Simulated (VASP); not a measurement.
```
SnSe
1.0
    0.00000     3.32671     3.32671
    3.32671     0.00000     3.32671
    3.32671     3.32671     0.00000
Sn Se
1 1
Direct
  0.00000   0.00000   0.00000
  0.25000   0.25000   0.25000
```

Level of theory: PBEsol GGA, VASP's PBE PAW potentials (set 64) (plane waves; VASP). Run with 500 eV cut-off, 10×10×10 Γ-centred mesh, first-order Methfessel-Paxton smearing of 0.10 eV, potentials Sn_d Se.

Energy and stress use the plane-wave basis of the starting cell.

Q: The ions, cell shape and volume at an external pressure of 5.0 GPa are relaxed. Predict the relaxed structure.

A: 
```
SnSe
1.0
    0.00000     3.19119     3.19119
    3.19119     0.00000     3.19119
    3.19119     3.19119     0.00000
Sn Se
1 1
Cartesian
  0.00000   0.00000   0.00000
  1.59560   1.59560   1.59560
```
Space group F-43m (216), at a tolerance of 0.03 Å.

Q: How do energy and volume change from the first to the last step?

A: The energy (σ→0) changes by +63.3 meV/atom and the volume by -11.7 %, in 3 ionic steps.

The structure was generated: SnSe was put into the zinc blende type (F-43m), which need not be its known phase. This run relaxes it under an external pressure of 5 GPa. Symmetry was kept, so distortions that lower it aren't found.
